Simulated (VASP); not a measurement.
Set up this calculation in VASP 6.6.1, as the native input.

| Property | Result |
| --- | --- |
| Task | single point |
| Functional | PBE |
| Potentials or basis | VASP PAW PBE potentials, release 64 (Ru_pv, Se) |
| Cutoff | 520 eV |
| k mesh | 6 × 6 × 6 |
| Occupations | gaussian, width 0.05 eV |
| Spin | collinear spin, random start |
| Starting moments | [-0.91, 0.0] μB |
| Further INCAR settings | ALGO = Normal; EDIFF = 1e-06 |

The structure of RuSe lies in POSCAR:

```
RuSe
1.0
    0.0000000000      2.9063344000      2.9063344000
    2.9063344000      0.0000000000      2.9063344000
    2.9063344000      2.9063344000      0.0000000000
Ru Se
1 1
Direct
    0.0000000000      0.0000000000      0.0000000000
    0.2500000000      0.2500000000      0.2500000000
```

The cell comes from a database or a generator and needn't be the stable form of this composition.

One way to write it, as run:

INCAR

```
SYSTEM = RuSe
ALGO     = Normal         ! electronic algorithm
EDIFF    = 1E-6           ! SCF threshold, eV
ENCUT    = 520            ! plane-wave cutoff, eV
GGA      = PE             ! functional
ISIF     = 2              ! what is computed and relaxed
ISMEAR   = 0              ! smearing method
ISPIN    = 2              ! spin polarisation
LASPH    = .TRUE.         ! aspherical terms in the spheres
LCHARG   = .FALSE.        ! write CHGCAR
LMAXMIX  = 4              ! l up to which the mixer works
LORBIT   = 11             ! projections on sites
LREAL    = .FALSE.        ! projectors in reciprocal space
LWAVE    = .FALSE.        ! write WAVECAR
MAGMOM   = -0.91 0        ! initial moments
NELM     = 100            ! most SCF steps
PREC     = Accurate       ! precision mode
SIGMA    = 0.05           ! smearing width, eV
```

KPOINTS

```
k-points
0
G
  6 6 6
  0 0 0
```

Potentials or basis: VASP PAW PBE potentials, release 64 (Ru_pv, Se).

The run is started by

```bash
$ cat potpaw_PBE.64/Ru_pv/POTCAR potpaw_PBE.64/Se/POTCAR > POTCAR
$ mpirun -np 1 vasp_std > vasp.out
```

Results of the run:

```json
{
 "Pressure": "-12.7 GPa",
 "Band gap on the k mesh": "none (metal or under the smearing width)",
 "Net moment": "0.00 μB per cell",
 "Valence electrons inside the program's atomic spheres": "Ru 12.47; Se 3.77"
}
```

Wall time 24 s on 1 thread of Intel(R) Xeon(R) Platinum 8488C (Sapphire Rapids), with other jobs on the host, peak memory 0.2 GiB.
